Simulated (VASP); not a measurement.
Given:

```
CELL_PARAMETERS angstrom
      0.00000     2.36493     2.36493
      2.36493     0.00000     2.36493
      2.36493     2.36493     0.00000
ATOMIC_POSITIONS crystal
  Cu 0.00000 0.00000 0.00000
  Cl 0.25000 0.25000 0.25000
```

All values below come from LDA (Ceperley-Alder, Perdew-Zunger), VASP's LDA PAW potentials (set 64) (plane waves; VASP). Run with 500 eV cut-off, 10×10×10 Γ-centred mesh, Gaussian smearing of 0.050 eV, potentials Cu Cl.

Question: Estimate the energy per atom (σ→0), pressure, band gap (on the k-mesh) with the smallest direct gap where there is one.

Answer: 
```yaml
band gap (on the k-mesh): 1.50 eV
smallest direct gap (on the k-mesh): 1.50 eV
energy per atom (σ→0): -3.428 eV/atom
pressure: 44.86 GPa
```

Total energies compare only between runs with the same potentials, cut-off and functional.

The compound is CuCl in the zinc blende structure. It was relaxed first under an external pressure of 45 GPa.
